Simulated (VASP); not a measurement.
Method: PBE GGA, VASP's PBE PAW potentials (set 64) (plane waves; VASP 6.6.1).

The input files of a VASP run:

**INCAR**
```
SYSTEM = La
PREC = Accurate
ENCUT = 400
EDIFF = 1E-6
NELM = 100
ALGO = Normal
LREAL = .FALSE.
LASPH = .TRUE.
ISMEAR = 1
SIGMA = 0.1
GGA = PE
LMAXMIX = 6
LWAVE = .FALSE.
LCHARG = .FALSE.
ISIF = 2
```

File POSCAR:
```
La
1
    1.9227000000    -3.3302140000     0.0000000000
    1.9227000000     3.3302140000     0.0000000000
    0.0000000000     0.0000000000    12.4032000000
La
4
Direct
  0.0000000000   0.0000000000   0.5000000000
  0.0000000000   0.0000000000   0.0000000000
  0.3333330000   0.6666670000   0.2500000000
  0.6666670000   0.3333330000   0.7500000000
```

**KPOINTS**
```
Automatic mesh
0
Gamma
12 12 4
0 0 0
```

POTCAR, in this order: La (PBE.64 set). Program: vasp_std.

What VASP printed:

**OSZICAR**
```
       N       E                     dE             d eps       ncg     rms          rms(c)
DAV:   1     0.537942076391E+03    0.53794E+03   -0.12822E+04  2988   0.182E+03
DAV:   2     0.981213448936E+02   -0.43982E+03   -0.43503E+03  4460   0.429E+02
DAV:   3    -0.488088221838E+01   -0.10300E+03   -0.10210E+03  5330   0.255E+02
DAV:   4    -0.174000750880E+02   -0.12519E+02   -0.12297E+02  5478   0.865E+01
DAV:   5    -0.192105105185E+02   -0.18104E+01   -0.17732E+01  5832   0.307E+01    0.449E+00
DAV:   6    -0.194385697212E+02   -0.22806E+00   -0.23904E+00  5760   0.106E+01    0.229E+00
DAV:   7    -0.194753756422E+02   -0.36806E-01   -0.37042E-01  5776   0.417E+00    0.604E-01
DAV:   8    -0.194850925819E+02   -0.97169E-02   -0.57399E-02  5808   0.153E+00    0.235E-01
DAV:   9    -0.194870527792E+02   -0.19602E-02   -0.93601E-03  5776   0.496E-01    0.190E-01
DAV:  10    -0.194889078705E+02   -0.18551E-02   -0.84635E-03  4880   0.613E-01    0.335E-02
DAV:  11    -0.194889170597E+02   -0.91892E-05   -0.76423E-04  5480   0.252E-01    0.274E-02
DAV:  12    -0.194889126448E+02    0.44149E-05   -0.12189E-04  5488   0.577E-02    0.202E-02
DAV:  13    -0.194889201838E+02   -0.75390E-05   -0.33035E-05  4800   0.397E-02    0.541E-03
DAV:  14    -0.194889191740E+02    0.10098E-05   -0.55723E-06  3144   0.192E-02    0.148E-03
DAV:  15    -0.194889186754E+02    0.49864E-06   -0.17028E-06  3000   0.176E-02
   1 F= -.19488919E+02 E0= -.19487879E+02  d E =-.311995E-02
```

File OUTCAR:
```
------------------------ aborting loop because EDIFF is reached ----------------------------------------
  FORCE on cell =-STRESS in cart. coord.  units (eV):
  Direction    XX          YY          ZZ          XY          YZ          ZX
  --------------------------------------------------------------------------------------
  Total       -1.5048252     -1.5048251     -1.5894163      0.0000000     -0.0000000     -0.0000000
  in kB      -15.1792122    -15.1792114    -16.0324851      0.0000000     -0.0000000     -0.0000000
  external PRESSURE =     -15.4636362 kB  Pullay stress =       0.0000000 kB
  volume of cell :      158.84
      direct lattice vectors                 reciprocal lattice vectors
     1.922700000 -3.330214000  0.000000000     0.260050970 -0.150140501  0.000000000
     1.922700000  3.330214000  0.000000000     0.260050970  0.150140501  0.000000000
     0.000000000  0.000000000 12.403200000     0.000000000  0.000000000  0.080624355
 POSITION                                       TOTAL-FORCE (eV/Angst)
 -----------------------------------------------------------------------------------
      0.00000      0.00000      6.20160         0.000000     -0.000000      0.000000
      0.00000      0.00000      0.00000        -0.000000     -0.000000      0.000000
      1.92270      1.11007      3.10080         0.000000     -0.000000     -0.000000
      1.92270     -1.11007      9.30240        -0.000000      0.000000     -0.000000
 -----------------------------------------------------------------------------------
    total drift:                                0.000000      0.000000      0.000000
  FREE ENERGIE OF THE ION-ELECTRON SYSTEM (eV)
  ---------------------------------------------------
  free  energy   TOTEN  =       -19.4889186754 eV

  energy  without entropy=      -19.4857987270  energy(sigma->0) =      -19.48787869
```
(Selected blocks of OUTCAR.)

The compound is La in the dhcp structure. The cell was not relaxed at this level. The run is one of a series of settings (KPOINTS 12×12×4 Γ-centred mesh against the base run), some of them coarse on purpose.
